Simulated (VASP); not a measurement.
Wanted: the native input for a VASP 6.6.1 run.

```
Task                   : relaxation of cell and atoms
Functional             : PBE
Potentials or basis    : VASP PAW PBE potentials, release 64 (Rb_sv, Ag)
Cutoff                 : 600 eV
k mesh                 : 4 × 4 × 4
Occupations            : gaussian, width 0.1 eV
Spin                   : no spin polarisation
Dipole correction      : no
Further INCAR settings : ALGO = Normal; EDIFF = 1e-06; IBRION = 2; EDIFFG = -0.04; NSW = 90; ISIF = 3
```

The structure of RbAg2 lies in POSCAR:

```
RbAg2
1.0
    4.1971211700      0.0000000000      0.0000000000
    0.0000000000      4.1971211700      0.0000000000
    0.0000000000      0.0000000000      5.0628027300
Rb Ag
1 2
Direct
    0.5000000000      0.5000000000      0.0000000000
    0.0000000000      0.0000000000      0.7445337500
    0.0000000000      0.0000000000      0.2554662500
```

The cell was built by a generator and needn't be a form met in nature.

The cell isn't the ideal one: random cell by space group and Wyckoff sites (P4/mmm, No. 123).

These files were run (other wordings do the same):

INCAR

```
PREC = Accurate ; ENCUT = 600
EDIFF = 1E-6 ; ISMEAR = 0
SIGMA = 0.1 ; LREAL = F
LASPH = T ; NELM = 100
ALGO = Normal ; ISIF = 3
LWAVE = F ; LCHARG = F
GGA = PE ; IBRION = 2
NSW = 90 ; EDIFFG = -0.04
```

KPOINTS

```
regular mesh
0
Gamma
  4 4 4
```

Potentials or basis: VASP PAW PBE potentials, release 64 (Rb_sv, Ag).

Run with:

```sh
$ cat potpaw_PBE.64/Rb_sv/POTCAR potpaw_PBE.64/Ag/POTCAR > POTCAR
$ mpirun -np 1 vasp_std > vasp.out
```

Results of the run:

The relaxed volume is 41.87 Å³/atom and the relaxed cell is a = 4.818 Å, b = 4.818 Å, c = 5.412 Å, α = 90.00°, β = 90.00°, γ = 90.00°. The space group after relaxing (to 0.05 Å) is P4/mmm (No. 123). The energy gained by relaxing is 212.2 meV/atom. The ionic steps are 8 and the pressure after relaxing is 0.0 GPa. The band gap on the k mesh is none (metal or under the smearing width).

Caveat: the k mesh is coarse (spacing up to 0.37 Å⁻¹), so the values aren't converged; the volume moved by over 15 % at a fixed basis, so the end points are rough.

Wall time 4.5 min on 1 thread of Intel(R) Xeon(R) Platinum 8375C CPU @ 2.90GHz (Ice Lake) (shared host), peak memory 0.25 GiB.
